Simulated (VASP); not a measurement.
A convergence study with VASP on Li2S (antifluorite): a few settings are varied, all else stays as given below, so the limit is that of these other settings.

```
CELL_PARAMETERS angstrom
      0.00000     2.86000     2.86000
      2.86000     0.00000     2.86000
      2.86000     2.86000     0.00000
ATOMIC_POSITIONS crystal
  Li 0.25000 0.25000 0.25000
  Li 0.75000 0.75000 0.75000
  S  0.00000 0.00000 0.00000
```

Level of theory: PBE GGA, VASP's PBE PAW potentials (set 64) (plane waves; VASP 6.6.1). The last row used: 700 eV cut-off, 14×14×14 Γ-centred mesh, second-order Methfessel-Paxton smearing of 0.40 eV, potentials Li_sv S.

Gaps are read on the run's mesh, which can miss a band edge.

```tsv
setting	E (eV/atom)	pressure (GPa)	gap on the mesh (eV)	irreducible k-points
ISMEAR = -1, SIGMA = 0.01, 4×4×4 mesh	-3.9957	-0.41	3.393	8
ISMEAR = -1, SIGMA = 0.2, 4×4×4 mesh	-3.9956	-0.41	3.393	8
ISMEAR = 0, SIGMA = 0.01, 4×4×4 mesh	-3.9957	-0.41	3.393	8
ISMEAR = 0, SIGMA = 0.2, 4×4×4 mesh	-3.9957	-0.41	3.393	8
ISMEAR = 1, SIGMA = 0.01, 4×4×4 mesh	-3.9957	-0.41	3.393	8
ISMEAR = 1, SIGMA = 0.2, 4×4×4 mesh	-3.9956	-0.41	3.393	8
ISMEAR = 2, SIGMA = 0.01, 4×4×4 mesh	-3.9957	-0.41	3.393	8
ISMEAR = 2, SIGMA = 0.2, 4×4×4 mesh	-3.9955	-0.41	3.393	8
ISMEAR = -1, SIGMA = 0.05, 8×8×8 mesh	-3.9983	-0.46	3.397	29
ISMEAR = -1, SIGMA = 0.2, 8×8×8 mesh	-3.9983	-0.46	3.397	29
ISMEAR = 0, SIGMA = 0.05, 8×8×8 mesh	-3.9983	-0.46	3.397	29
ISMEAR = 0, SIGMA = 0.2, 8×8×8 mesh	-3.9983	-0.46	3.397	29
ISMEAR = 1, SIGMA = 0.05, 8×8×8 mesh	-3.9983	-0.46	3.397	29
ISMEAR = 1, SIGMA = 0.2, 8×8×8 mesh	-3.9982	-0.46	3.397	29
ISMEAR = 2, SIGMA = 0.05, 8×8×8 mesh	-3.9983	-0.46	3.397	29
ISMEAR = 2, SIGMA = 0.2, 8×8×8 mesh	-3.9982	-0.46	3.397	29
ISMEAR = -1, SIGMA = 0.05, 14×14×14 mesh	-3.9983	-0.46	3.397	104
ISMEAR = -1, SIGMA = 0.4, 14×14×14 mesh	-3.9962	-0.44	3.397	104
ISMEAR = 0, SIGMA = 0.05, 14×14×14 mesh	-3.9983	-0.46	3.397	104
ISMEAR = 0, SIGMA = 0.4, 14×14×14 mesh	-3.9983	-0.46	3.397	104
ISMEAR = 1, SIGMA = 0.05, 14×14×14 mesh	-3.9983	-0.46	3.397	104
ISMEAR = 1, SIGMA = 0.4, 14×14×14 mesh	-3.9982	-0.52	3.399	104
ISMEAR = 2, SIGMA = 0.05, 14×14×14 mesh	-3.9983	-0.46	3.397	104
ISMEAR = 2, SIGMA = 0.4, 14×14×14 mesh	-3.9982	-0.48	3.398	104
```

Left out are rungs that failed or repeat a setting and relaxations that didn't move; long series are thinned to 24 rows.

The compound is Li2S in the antifluorite structure. The cell was not relaxed at this level.
